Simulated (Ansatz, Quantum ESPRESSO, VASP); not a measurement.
## TlF (P4/nmm, 4 atoms in the cell) computed with different codes at matched settings

Self-consistent single point.

```
CELL_PARAMETERS angstrom
      3.68893     0.00000     0.00000
      0.00000     3.68893     0.00000
      0.00000     0.00000     6.22358
ATOMIC_POSITIONS crystal
  Tl 0.00000 0.50000 0.74417
  Tl 0.50000 0.00000 0.25583
  F  0.50000 0.00000 0.86423
  F  0.00000 0.50000 0.13577
```

Shared settings, as Ansatz (a quantum-chemistry and plane-wave program) writes them: kpoints.mp_grid.grid = 5 5 3; magnetization.spin_orbit = true; scf.occupations.method = fixed. Potentials and cutoffs stand in the table.

| code | model | pressure (GPa) | largest force (eV/Å) | gap on the mesh (eV) | cutoff |
|---|---|---|---|---|---|
| VASP | LDA (PZ), spin-orbit coupling, VASP's LDA PAW potentials (set 64) | -7.82 | 0.328 | 2.862 | 400 eV |
| Quantum ESPRESSO | LDA (PZ), spin-orbit coupling, PseudoDojo fully relativistic norm-conserving (PBE) pseudopotentials | -3.28 | 0.308 | 2.808 | 85 Ry |
| Ansatz | LDA (PW92) with spin-orbit coupling, PAW files made with PBE | -3.80 | 0.358 | 2.848 | default |

Size of the force on each atom (eV/Å): Sizes of forces hide their directions.

```csv
code,Tl1,Tl2,F3,F4
VASP,0.328,0.328,0.017,0.017
Quantum ESPRESSO,0.308,0.308,0.009,0.009
Ansatz,0.358,0.358,0.033,0.033
```

Gaps are read on the mesh.

The spread over the programs that give each value: pressure within 4.54 GPa; largest force within 0.050 eV/Å; gap on the mesh within 0.054 eV.

Ansatz's pressure is given at a fixed set of plane waves, as the other plane-wave codes print theirs; with its correction for the finite basis it is -3.52 GPa (the shift of 0.28 GPa shows how far the cutoff is from converged). The same LDA comes in different parametrisations, which differ slightly. In the pressure, VASP (by 4.02) lies more than 1 GPa from the median of the plane-wave programs.

VASP's run is marked for a possible Pulay error in its stress at this cutoff; no cutoff test was made.

VASP ran the fixed occupations as a Gaussian smearing of 0.01 eV.

The starting cell comes from a database of computed structures (which also holds hypothetical and non-ambient phases and stackings), without a prior relaxation at this level.

Left out of this page: FLEUR (with a known weakness of the program).

Keys are those of Ansatz 0.2.
